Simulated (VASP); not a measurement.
All values below come from PBE GGA, VASP's PBE PAW potentials (set 64) (plane waves; VASP).

A VASP calculation is set up with these files.

### KPOINTS
```
Automatic mesh
0
Gamma
11 11 11
0 0 0
```

INCAR:
```
ALGO = Normal
EDIFF = 1E-2
ENCUT = 520
GGA = PE
ISIF = 2
ISMEAR = 0
LASPH = .TRUE.
LCHARG = .FALSE.
LREAL = .FALSE.
LWAVE = .FALSE.
NELM = 100
PREC = Accurate
SIGMA = 0.05
SYSTEM = BN
```

POSCAR:
```
BN
1
    0.0000000000     1.8075000000     1.8075000000
    1.8075000000     0.0000000000     1.8075000000
    1.8075000000     1.8075000000     0.0000000000
B N
1 1
Direct
  0.0000000000   0.0000000000   0.0000000000
  0.2500000000   0.2500000000   0.2500000000
```

POTCAR, in this order: B N (PBE.64 set). Program: vasp_std.

The run wrote:

OSZICAR:
```
       N       E                     dE             d eps       ncg     rms          rms(c)
DAV:   1     0.951533785944E+01    0.95153E+01   -0.53828E+03   960   0.101E+03
DAV:   2    -0.182155380274E+02   -0.27731E+02   -0.27232E+02  1224   0.173E+02
DAV:   3    -0.184147243354E+02   -0.19919E+00   -0.19919E+00  1040   0.183E+01
DAV:   4    -0.184149080904E+02   -0.18375E-03   -0.18375E-03  1088   0.485E-01
DAV:   5    -0.184149087771E+02   -0.68671E-06   -0.68671E-06   496   0.170E-02    0.670E+00
DAV:   6    -0.175376573660E+02    0.87725E+00   -0.34319E+00  1136   0.136E+01    0.329E+00
DAV:   7    -0.174641371454E+02    0.73520E-01   -0.95086E-02  1160   0.301E+00    0.191E+00
DAV:   8    -0.174495035408E+02    0.14634E-01   -0.41640E-02   928   0.187E+00    0.193E-01
DAV:   9    -0.174497188819E+02   -0.21534E-03   -0.55813E-04   448   0.259E-01
   1 F= -.17449719E+02 E0= -.17449719E+02  d E =-.353504E-17
```

File OUTCAR:
```
------------------------ aborting loop because EDIFF is reached ----------------------------------------
  FORCE on cell =-STRESS in cart. coord.  units (eV):
  Direction    XX          YY          ZZ          XY          YZ          ZX
  --------------------------------------------------------------------------------------
  Total        0.2177734      0.2177734      0.2177734     -0.0000000      0.0000000     -0.0000000
  in kB       29.5427196     29.5427196     29.5427196     -0.0000000      0.0000000     -0.0000000
  external PRESSURE =      29.5427196 kB  Pullay stress =       0.0000000 kB
  volume of cell :       11.81
      direct lattice vectors                 reciprocal lattice vectors
     0.000000000  1.807500000  1.807500000    -0.276625173  0.276625173  0.276625173
     1.807500000  0.000000000  1.807500000     0.276625173 -0.276625173  0.276625173
     1.807500000  1.807500000  0.000000000     0.276625173  0.276625173 -0.276625173
  FREE ENERGIE OF THE ION-ELECTRON SYSTEM (eV)
  ---------------------------------------------------
  free  energy   TOTEN  =       -17.4497188819 eV

  energy  without entropy=      -17.4497188819  energy(sigma->0) =      -17.44971888
```
(Selected blocks of OUTCAR.)

The compound is BN in the zinc blende structure. The cell was not relaxed at this level. The run is one of a series of settings (EDIFF = 1E-2 against the base run), some of them coarse on purpose.
